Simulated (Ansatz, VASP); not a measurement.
# Cross-check of AgSbSe3 between VASP and Ansatz, part 2 of 3

One calculation is typed for both programs; each brings its own data sets. How far apart do they land? The cell is generated by rule, not measured, and may not be a known phase. The cell is taken from a series of runs on this material, whose earlier steps may have relaxed, scaled, displaced or heated it; both programs get it as it stands.

VASP 6.6.1 and Ansatz 0.2.0.

So far: The starting structure; Ansatz: zone-centre phonons, PBEsol.

### 3. VASP: zone-centre phonons, PBEsol

Level of this step: PBEsol; plane waves and PAW (Ag, Sb, Se); invented cell (VASP).

The same cell, functional, mesh and smearing now go to VASP, with its own data sets.

Lines of VASP's logs that name or quote its potential files are left out, and so is its time.

INCAR

```
SYSTEM = AgSbSe3
PREC = Accurate
ENCUT = 500
EDIFF = 1E-08
NELM = 120
ISMEAR = 1
SIGMA = 0.2
LREAL = .FALSE.
ALGO = Normal
GGA = PS
NBANDS = 23
LASPH = .TRUE.
LORBIT = 11
LWAVE = .FALSE.
LCHARG = .FALSE.
ISIF = 2
IBRION = 8
GGA_COMPAT = .FALSE.
KPAR = 2
```

POSCAR

```
AgSbSe3
1.0
    5.2222568262      0.0000000000      0.0000000000
    0.0000000000      5.2222568262      0.0000000000
    0.0000000000      0.0000000000      5.2222568262
Ag Sb Se
1 1 3
Direct
    0.0000000000      0.0000000000      0.0000000000
    0.5000000000      0.5000000000      0.5000000000
    0.5000000000      0.5000000000      0.0000000000
    0.5000000000      0.0000000000      0.5000000000
    0.0000000000      0.5000000000      0.5000000000
```

KPOINTS

```
Automatic mesh
0
Gamma
8 8 8
0 0 0
```

The projector-augmented-wave data sets are Ag, Sb and Se (PBE family, release 64).

Run with:

```sh
> mpirun -np 2 vasp_std
```

Log:

```text
[banner, memory and clock lines left out]
running    2 mpi-ranks, on    1 nodes
 distrk:  each k-point on    1 cores,    2 groups
 distr:  one band on    1 cores,    1 groups

 POSCAR found type information on POSCAR AgSbSe
 POSCAR found :  3 types and       5 ions
|                                                                             |
|               ----> ADVICE to this user running VASP <----                  |
|                                                                             |
|     You enforced a specific xc type in the INCAR file but a different       |
|     [... a line on the potential file left out ...]
|     I HOPE YOU KNOW WHAT YOU ARE DOING!                                     |
|                                                                             |

 LDA part: xc-table for (Slater+PW92), standard interpolation
 POSCAR, INCAR and KPOINTS ok, starting setup
 FFT: planning ... GRIDC
 FFT: planning ... GRID_SOFT
 FFT: planning ... GRID
 WAVECAR not read
 entering main loop
       N       E                     dE             d eps       ncg     rms          rms(c)
DAV:   1     0.188645294814E+03    0.18865E+03   -0.13419E+04  1610   0.120E+03
DAV:   2    -0.301476560252E+01   -0.19166E+03   -0.18287E+03  2035   0.222E+02
DAV:   3    -0.169085246992E+02   -0.13894E+02   -0.13617E+02  1932   0.627E+01
DAV:   4    -0.171058813654E+02   -0.19736E+00   -0.19706E+00  1848   0.831E+00
DAV:   5    -0.171090644140E+02   -0.31830E-02   -0.31822E-02  2018   0.108E+00    0.598E+00
DAV:   6    -0.165232658775E+02    0.58580E+00   -0.12315E+00  1757   0.104E+01    0.404E+00
DAV:   7    -0.165104734097E+02    0.12792E-01   -0.36548E-01  1953   0.320E+00    0.168E+00
DAV:   8    -0.165038475896E+02    0.66258E-02   -0.20655E-02  1911   0.902E-01    0.513E-01
DAV:   9    -0.165029372590E+02    0.91033E-03   -0.27951E-03  1918   0.429E-01    0.864E-02
DAV:  10    -0.165030248319E+02   -0.87573E-04   -0.37742E-04  1960   0.108E-01    0.558E-02
DAV:  11    -0.165030587042E+02   -0.33872E-04   -0.77457E-05  1855   0.683E-02    0.750E-03
DAV:  12    -0.165030571099E+02    0.15944E-05   -0.67361E-06  1925   0.204E-02    0.332E-03
DAV:  13    -0.165030572722E+02   -0.16234E-06   -0.15066E-06  2033   0.681E-03    0.100E-03
DAV:  14    -0.165030572902E+02   -0.17945E-07   -0.14305E-07  1925   0.299E-03    0.407E-04
DAV:  15    -0.165030572910E+02   -0.80445E-09   -0.24536E-08  1756   0.126E-03
   1 F= -.16503057E+02 E0= -.16499777E+02  d E =-.984113E-02
 Linear response reoptimize wavefunctions to high precision
DAV:   1    -0.165030572849E+02    0.60527E-08   -0.33059E-09  1481   0.514E-04
DAV:   2    -0.165030572849E+02   -0.37289E-10   -0.47432E-10  1141   0.117E-04
 Linear response DOF=           4
 Linear response progress:
  Degree of freedom:   1/  4
       N       E                     dE             d eps       ncg     rms          rms(c)
RMM:   1    -0.308913485731E+00   -0.30891E+00   -0.20908E-01  5641   0.263E+00
RMM:   2    -0.309541015877E+00   -0.62753E-03   -0.15108E-03  5314   0.237E-01    0.308E-02
RMM:   3    -0.309354139957E+00    0.18688E-03   -0.56064E-05  5539   0.366E-02    0.162E-02
RMM:   4    -0.309150889974E+00    0.20325E-03   -0.88218E-06  5558   0.162E-02    0.424E-03
RMM:   5    -0.309077462023E+00    0.73428E-04   -0.74274E-07  5599   0.536E-03    0.109E-03
RMM:   6    -0.309075290975E+00    0.21710E-05   -0.99600E-08  5593   0.156E-03    0.309E-04
RMM:   7    -0.309078296922E+00   -0.30059E-05   -0.90104E-09  5686   0.523E-04    0.122E-04
RMM:   8    -0.309078119382E+00    0.17754E-06   -0.17471E-09  5751   0.136E-04    0.506E-05
RMM:   9    -0.309077816919E+00    0.30246E-06   -0.13753E-09  5680   0.114E-04    0.269E-05
RMM:  10    -0.309077999792E+00   -0.18287E-06    0.72505E-10  5513   0.645E-05    0.121E-05
RMM:  11    -0.309077882354E+00    0.11744E-06   -0.17115E-09  5439   0.246E-05    0.126E-06
RMM:  12    -0.309077890617E+00   -0.82633E-08   -0.15265E-09  4755   0.942E-06    0.941E-07
 first order change of Fermi-energy   0.42493E-04
 force on displaced ion       1 direction 1 :   1.443  -0.000  -0.000
 Linear response progress:
  Degree of freedom:   2/  4
       N       E                     dE             d eps       ncg     rms          rms(c)
RMM:   1    -0.293675212712E-01   -0.29368E-01    0.19792E-02  6662   0.110E+00
RMM:   2    -0.287351385282E-01    0.63238E-03   -0.23686E-03  5429   0.217E-01    0.114E-01
RMM:   3    -0.286660701243E-01    0.69068E-04   -0.57494E-05  5596   0.345E-02    0.658E-02
RMM:   4    -0.285958341669E-01    0.70236E-04   -0.15825E-05  5545   0.190E-02    0.380E-03
RMM:   5    -0.285921071763E-01    0.37270E-05   -0.43740E-07  5745   0.305E-03    0.133E-03
RMM:   6    -0.285912804352E-01    0.82674E-06   -0.58823E-08  5753   0.112E-03    0.418E-04
RMM:   7    -0.285913553788E-01   -0.74944E-07   -0.11113E-08  5794   0.228E-04    0.206E-04
RMM:   8    -0.285913801625E-01   -0.24784E-07   -0.58119E-10  5750   0.179E-04    0.318E-05
RMM:   9    -0.285912817522E-01    0.98410E-07   -0.74629E-10  5882   0.419E-05    0.184E-05
RMM:  10    -0.285912231591E-01    0.58593E-07   -0.86382E-10  5849   0.246E-05    0.512E-06
RMM:  11    -0.285912333272E-01   -0.10168E-07   -0.20803E-09  5621   0.119E-05    0.139E-06
RMM:  12    -0.285912318055E-01    0.15217E-08   -0.12048E-09  4701   0.985E-06    0.966E-07
 first order change of Fermi-energy   0.76495E-04
 force on displaced ion       2 direction 1 :  -3.307  -0.000   0.000
 Linear response progress:
  Degree of freedom:   3/  4
       N       E                     dE             d eps       ncg     rms          rms(c)
RMM:   1    -0.892087560831E-01   -0.89209E-01    0.47407E-02 11541   0.116E+00
RMM:   2    -0.885399667735E-01    0.66879E-03   -0.21408E-03  9058   0.187E-01    0.309E-02
RMM:   3    -0.886836803984E-01   -0.14371E-03   -0.72556E-05  9435   0.315E-02    0.190E-02
RMM:   4    -0.888509486567E-01   -0.16727E-03   -0.23506E-05  9330   0.190E-02    0.508E-03
RMM:   5    -0.888561318075E-01   -0.51832E-05   -0.88153E-07  9663   0.392E-03    0.240E-03
RMM:   6    -0.888548741246E-01    0.12577E-05   -0.84706E-09  9609   0.151E-03    0.886E-04
RMM:   7    -0.888543896507E-01    0.48447E-06   -0.23858E-08  9713   0.465E-04    0.301E-04
RMM:   8    -0.888535597601E-01    0.82989E-06   -0.31267E-09  9695   0.230E-04    0.564E-05
RMM:   9    -0.888533279911E-01    0.23177E-06   -0.66915E-09  9700   0.108E-04    0.260E-05
RMM:  10    -0.888533654843E-01   -0.37493E-07    0.79228E-09 10081   0.274E-05    0.153E-05
RMM:  11    -0.888533818298E-01   -0.16345E-07    0.16424E-08  9873   0.214E-05    0.145E-06
RMM:  12    -0.888533834320E-01   -0.16022E-08    0.47296E-09  8747   0.166E-05    0.102E-06
 first order change of Fermi-energy   0.11677E-03
 force on displaced ion       3 direction 1 :   1.619   0.000   0.000
 Linear response progress:
  Degree of freedom:   4/  4
       N       E                     dE             d eps       ncg     rms          rms(c)
RMM:   1    -0.902502410107E-01   -0.90250E-01    0.94814E-02  7021   0.123E+00
RMM:   2    -0.892329612365E-01    0.10173E-02   -0.32697E-03  5375   0.240E-01    0.123E-01
RMM:   3    -0.895477422189E-01   -0.31478E-03   -0.24530E-04  5408   0.556E-02    0.670E-02
RMM:   4    -0.899037939472E-01   -0.35605E-03   -0.90821E-05  5449   0.323E-02    0.133E-02
RMM:   5    -0.899357526335E-01   -0.31959E-04   -0.58585E-06  5696   0.102E-02    0.282E-03
RMM:   6    -0.899331746112E-01    0.25780E-05   -0.69529E-08  5823   0.143E-03    0.161E-03
RMM:   7    -0.899342195230E-01   -0.10449E-05   -0.33681E-08  5780   0.707E-04    0.301E-04
RMM:   8    -0.899362473879E-01   -0.20279E-05    0.43268E-09  5849   0.259E-04    0.723E-05
RMM:   9    -0.899365223185E-01   -0.27493E-06   -0.91630E-09  5692   0.957E-05    0.217E-05
RMM:  10    -0.899364389810E-01    0.83337E-07   -0.67277E-09  5972   0.349E-05    0.681E-06
RMM:  11    -0.899364462291E-01   -0.72481E-08   -0.82944E-09  5861   0.244E-05    0.166E-06
 first order change of Fermi-energy  -0.52651E-03
 force on displaced ion       3 direction 3 :   0.000  -0.000  -7.000
 Linear response finished
```

(Part 2 of 3 ends here.)

[Lines on the potential files, build, host, timing and source positions are cut from VASP's logs without a mark.]

[Logs are printed without paths, hosts, clocks, repeated set-up lines and the standing remarks that a program may print on its own settings, such as how far it seeks lower states.]

[Hosts, paths, dates, database ids (printed as entryN), source tags and the programs' standing remarks are cut or masked in the printed files.]
